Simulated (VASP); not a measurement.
# O3W in VASP: reference runs

Reference runs on O3W: the cell as given.

Program: VASP 6.6.1. These are calculated values, not measurements. Logs are shortened: lines on timing, memory, paths and dates and some standing lists are left out, and cuts for length are marked.

**1. The structure**

The cell holds a molecule in a box, 4 atoms: a = 11.000 Å, b = 12.000 Å, c = 12.000 Å, α = 90.00°, β = 90.00°, γ = 90.00°.

**2. Single point, PBE**

File INCAR:

```
ALGO = Normal ; EDIFF = 1E-7
ENCUT = 520 ; GGA = PE
ISIF = 2 ; ISMEAR = 0
LASPH = True ; LCHARG = True
LELF = True ; LREAL = False
LVACPOTAV = True ; LVHAR = True
LWAVE = False ; NBANDS = 24
NELM = 100 ; PREC = Accurate
SIGMA = 0.01
```

File KPOINTS:

```
k-points
0
Gamma
  1 1 1
```

File POSCAR:

```
WO3
1.0
   11.0000000000      0.0000000000      0.0000000000
    0.0000000000     12.0000000000      0.0000000000
    0.0000000000      0.0000000000     12.0000000000
O W
3 1
Direct
    0.4496136400      0.5255916700      0.6124708300
    0.5686318200      0.4082166700      0.4467291700
    0.4337318200      0.5952833300      0.3931958300
    0.4378954500      0.4798500000      0.4774541700
```

Potentials or basis: VASP PAW PBE potentials, release 64 (O, W_sv).

Run with:

```console
cat potpaw_PBE.64/O/POTCAR potpaw_PBE.64/W_sv/POTCAR > POTCAR
mpirun -np 1 vasp_gam > vasp.out
```

OUTCAR:

```text
EDIFF = 1E-7
   ENCUT = 520
   GGA = PE
   ISIF = 2
   ISMEAR = 0
   LASPH = True
   LREAL = False
   NELM = 100
   PREC = Accurate

 ion  position               nearest neighbor table
   1  0.450  0.526  0.612-   4 1.72
   2  0.569  0.408  0.447-   4 1.72
   3  0.434  0.595  0.393-   4 1.72
   4  0.438  0.480  0.477-   1 1.72   2 1.72   3 1.72

  LATTYP: Found a simple tetragonal cell.
 ALAT       =    12.0000000000
 C/A-ratio  =     0.9166666667

  Lattice vectors:

 A1 = (   0.0000000000,  12.0000000000,   0.0000000000)
 A2 = (   0.0000000000,   0.0000000000,  12.0000000000)
 A3 = (  11.0000000000,   0.0000000000,   0.0000000000)

Analysis of symmetry for initial positions (statically):
=====================================================================
 Subroutine PRICEL returns:
 Original cell was already a primitive cell.

 Routine SETGRP: Setting up the symmetry group for a
 simple tetragonal supercell.

 Subroutine GETGRP returns: Found  1 space group operations
 (whereof  1 operations were pure point group operations)
 out of a pool of 16 trial point group operations.

The static configuration has the point symmetry C_1 .

Analysis of symmetry for dynamics (positions and initial velocities):
=====================================================================
 Subroutine PRICEL returns:
 Original cell was already a primitive cell.

 Routine SETGRP: Setting up the symmetry group for a
 simple tetragonal supercell.

 Subroutine GETGRP returns: Found  1 space group operations
 (whereof  1 operations were pure point group operations)
 out of a pool of 16 trial point group operations.

The dynamic configuration has the point symmetry C_1 .

 Subroutine INISYM returns: Found  1 space group operations
 (whereof  1 operations are pure point group operations),
 and found     1 'primitive' translations

----------------------------------------------------------------------------------------

                                     Primitive cell

  volume of cell :    1584.0000

  direct lattice vectors                    reciprocal lattice vectors
    11.000000000  0.000000000  0.000000000     0.090909091  0.000000000  0.000000000
     0.000000000 12.000000000  0.000000000     0.000000000  0.083333333  0.000000000
[... 64 lines left out ...]
   NELM   =    100;   NELMIN=  2; NELMDL= -5     # of ELM steps
   EDIFF  = 0.1E-06   stopping-criterion for ELM
   LREAL  =      F    real-space projection
   EDIFFG = 0.1E-05   stopping-criterion for IOM
   NSW    =      0    number of steps for IOM
   IBRION =     -1    ionic relax: 0-MD 1-quasi-New 2-CG
   NFREE  =      0    steps in history (QN), initial steepest desc. (CG)
   ISIF   =      2    stress and relaxation
   ISYM   =      2    0-nonsym 1-usesym 2-fastsym
   POTIM  = 0.5000    time-step for ionic-motion
   TEBEG  =    0.0;   TEEND  =   0.0 temperature during run
   PSTRESS=    0.0 pullay stress
   NELECT =      32.0000    total number of electrons
   NUPDOWN=      -1.0000    fix difference up-down
   EMIN   =  10.00;   EMAX   =-10.00  energy-range for DOS
   EFERMI =   0.00;   METHOD = LEGACY
   ISMEAR =     0;   SIGMA  =   0.01  broadening in eV -4-tet -1-fermi 0-gaus
   EFERMI_NEDOS =   21; number of points for ismear=-14 and -15
   IALGO  =     38    algorithm
   IMIX   =      4    mixing-type and parameters
     AMIX     =   0.40;   BMIX     =  1.00
     AMIX_MAG =   1.60;   BMIX_MAG =  1.00
  volume/ion in A,a.u.               =     396.00      2672.34
  Fermi-wavevector in a.u.,A,eV,Ry     =   0.445868  0.842569  2.704816  0.198798
  Thomas-Fermi vector in A             =   1.423827
   LORBIT       =      0    0 simple, 1 ext, 2 COOP (PROOUT), +10 PAW based schemes
   GGA     = PE    functional components
   LHFCALC =     F    Hartree Fock is set to
   AEXX    =    0.0000 exact exchange contribution
   IVDW    =     0    specifies the selected vdW correction
   LEPSILON=     F    determine dielectric tensor
   LRPA    =     F    only Hartree local field effects (RPA)
 non-spin polarized calculation
 Gauss-broadening in eV      SIGMA  =   0.01
  energy-cutoff  :      520.00
  volume of cell :     1584.00
 maximum number of plane-waves:     21371
 NGX is ok and might be reduce to    84
   NGX = 41   NGY = 45   NGZ = 45

 number of electron      32.0000006 magnetization

 Free energy of the ion-electron system (eV)
  ---------------------------------------------------
  ext. energy  EPLUGINS =         0.00000000
  ---------------------------------------------------
  free energy    TOTEN  =       -31.90349763 eV

  energy without entropy =      -31.90349763  energy(sigma->0) =      -31.90349763

 E-fermi :  -6.9313     XC(G=0):  -0.7694

 val. band max:       -7.0712086866   @ k =   0.0000   0.0000   0.0000
 cond. band min:      -5.3419193228   @ k =   0.0000   0.0000   0.0000
 fundamental gap:      1.7292893638
 Fermi energy:        -6.9313347114

 k-point     1 :       0.0000    0.0000    0.0000
  band No.  band energies     occupation
      1     -80.3886      2.00000
      2     -44.9755      2.00000
      3     -44.9051      2.00000
      4     -44.9041      2.00000
      5     -23.1423      2.00000
      6     -22.6684      2.00000
[... 16 lines left out ...]
     23       0.3834      0.00000
     24       0.7647      0.00000

------------------------ aborting loop because EDIFF is reached ----------------------------------------

  FORCE on cell =-STRESS in cart. coord.  units (eV):
  Direction    XX          YY          ZZ          XY          YZ          ZX
  --------------------------------------------------------------------------------------
  -------------------------------------------------------------------------------------
  Total        1.8986307      2.5325312      3.1398626     -0.8684187     -0.1276424     -0.1971758
  in kB        1.9204186      2.5615935      3.1758944     -0.8783843     -0.1291072     -0.1994385
  external PRESSURE =       2.5526355 kB  Pullay stress =       0.0000000 kB

 VOLUME and BASIS-vectors are now :
 -----------------------------------------------------------------------------
  energy-cutoff  :      520.00
  volume of cell :     1584.00
      direct lattice vectors                 reciprocal lattice vectors
    11.000000000  0.000000000  0.000000000     0.090909091  0.000000000  0.000000000
     0.000000000 12.000000000  0.000000000     0.000000000  0.083333333  0.000000000
     0.000000000  0.000000000 12.000000000     0.000000000  0.000000000  0.083333333

 POSITION                                       TOTAL-FORCE (eV/Angst)
 -----------------------------------------------------------------------------------
      4.94575      6.30710      7.34965         0.273734      0.579637      1.400975
      6.25495      4.89860      5.36075         1.402468     -0.621877     -0.288824
      4.77105      7.14340      4.71835         0.126206      1.288137     -0.826784
      4.81685      5.75820      5.72945        -1.802409     -1.245897     -0.285366
 -----------------------------------------------------------------------------------
    total drift:                                0.000195      0.000379      0.000988

  FREE ENERGIE OF THE ION-ELECTRON SYSTEM (eV)
  ---------------------------------------------------
  free  energy   TOTEN  =       -31.9034976275 eV

  energy  without entropy=      -31.9034976275  energy(sigma->0) =      -31.90349763
```

Run time: 1.7 min. Hardware: 1 thread of AMD EPYC 9R45 (Zen 5), shared host; peak memory 1.1 GiB.

What came out:

```
Free energy                     : -31.9035 eV
Largest force                   : 2.210 eV/Å
Gap between the frontier levels : 1.73 eV
```

Forces in eV/Å, atoms in the order of the input:
```
O    0.274  0.580  1.401
O    1.402 -0.622 -0.289
O    0.126  1.288 -0.827
W   -1.802 -1.246 -0.285
```

Levels at points of the mesh, in eV from the valence-band top:
```
           k point  band 14  band 15  band 16  band 17  band 18  band 19
(0.00, 0.00, 0.00)    -0.36    -0.36     0.00     1.73     4.47     4.47
```

Caveat: spin-orbit coupling is left out, which moves the levels of the heavy elements. PBE gaps usually lie below the measured ones, often by a third to a half.
